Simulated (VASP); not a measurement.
Energy against volume of As (a7). Level of theory: PBEsol GGA, VASP's PBE PAW potentials (set 64) (plane waves; VASP). Run with 520 eV cut-off, 12×12×12 Γ-centred mesh, first-order Methfessel-Paxton smearing of 0.10 eV, potentials As.

Shape and ions are relaxed at each volume.

```
V (Å³/atom)  E (eV/atom)
-----------  -----------
19.649          -5.09480
20.276          -5.10578
20.903          -5.10906
21.531          -5.10600
```

### Question
Fit these four points and predict the energy of the run at 22.158 Å³/atom.

### Answer
A cubic in V^(−2/3), the third-order Birch-Murnaghan form, passes through the four points with V0 = 20.89 Å³/atom and B0 = 54 GPa, and gives -5.0977 eV/atom there. The run gave -5.0982 eV/atom, -0.4 meV/atom from the fit; all five points give B0 = 53 GPa.

The compound is As in the a7 structure. It was relaxed first.
